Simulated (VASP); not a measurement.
Input:

```xyz
3
Lattice="4.2771 0.0000 0.0000 -2.1385 3.7041 0.0000 0.0000 0.0000 2.4626" Properties=species:S:1:pos:R:3 pbc="T T T"
Fe     0.0000     0.0000     0.0000
Si     0.0000     2.4694     1.2313
Si     2.1385     1.2347     1.2313
```
Starting moments (μB, in the order of the record's atoms Fe Si Si): 2.8 0.1 0.1.

Computed with r2SCAN meta-GGA, VASP's PBE PAW potentials (set 64) (plane waves; VASP). Run with 400 eV cut-off, 9×9×14 Γ-centred mesh, tetrahedra with Blöchl corrections, potentials Fe Si.

Give the spin-up energies of bands 2 to 13 at the high-symmetry points, in eV from the Fermi level.

```json
[
 {"band": "2", "Γ": "-6.36", "M": "-11.48", "K": "-11.92", "A": "-8.19", "L": "-6.18", "H": "-7.40"},
 {"band": "3", "Γ": "-6.36", "M": "-6.42", "K": "-8.66", "A": "-5.03", "L": "-5.86", "H": "-5.70"},
 {"band": "4", "Γ": "-5.32", "M": "-5.88", "K": "-4.45", "A": "-5.03", "L": "-5.63", "H": "-5.70"},
 {"band": "5", "Γ": "-4.76", "M": "-4.07", "K": "-3.83", "A": "-3.60", "L": "-5.56", "H": "-3.89"},
 {"band": "6", "Γ": "-2.76", "M": "-3.86", "K": "-3.83", "A": "-3.60", "L": "-3.21", "H": "-2.89"},
 {"band": "7", "Γ": "-2.76", "M": "-2.80", "K": "-2.79", "A": "-1.04", "L": "-2.84", "H": "-2.74"},
 {"band": "8", "Γ": "-1.98", "M": "-2.77", "K": "-2.79", "A": "-1.02", "L": "-2.58", "H": "-2.74"},
 {"band": "9", "Γ": "-1.98", "M": "-1.85", "K": "1.20", "A": "-0.83", "L": "-1.02", "H": "-2.67"},
 {"band": "10", "Γ": "-1.24", "M": "3.88", "K": "1.20", "A": "-0.83", "L": "-0.16", "H": "-2.67"},
 {"band": "11", "Γ": "-1.24", "M": "4.98", "K": "1.44", "A": "2.84", "L": "0.92", "H": "1.56"},
 {"band": "12", "Γ": "2.60", "M": "5.13", "K": "8.08", "A": "4.89", "L": "1.76", "H": "4.75"},
 {"band": "13", "Γ": "8.56", "M": "6.02", "K": "9.44", "A": "4.89", "L": "3.68", "H": "6.49"}
]
```

Give the spin-down energies of bands 2 to 13 at the high-symmetry points, in eV from the Fermi level.

```
band      Γ       M       K      A      L      H
----  -----  ------  ------  -----  -----  -----
2     -5.69  -11.43  -11.84  -8.10  -6.14  -6.74
3     -5.69   -6.47   -8.82  -2.33  -5.81  -5.46
4     -5.05   -5.46   -2.49  -2.33  -5.13  -5.46
5     -2.99   -2.00   -1.80  -0.90  -3.76  -4.01
6     -2.35   -1.23   -1.80  -0.90  -0.41  -1.65
7     -2.35    1.19    1.71  -0.72   0.09   0.39
8      1.80    1.68    1.71  -0.46   0.87   0.39
9      1.80    1.77    2.18  -0.46   1.22   0.68
10     1.82    4.05    2.52   1.71   1.65   0.68
11     1.82    5.29    2.52   3.11   1.77   3.20
12     3.86    5.76    8.01   5.80   2.19   5.23
13     8.89    6.80    9.96   5.80   4.77   6.83
```

It has no gap at this level: it comes out as a metal or semimetal.

The structure was generated: FeSi2 was put into the AlB2 type (P6/mmm), which need not be its known phase. It was relaxed first, which changed the volume by -47 %.
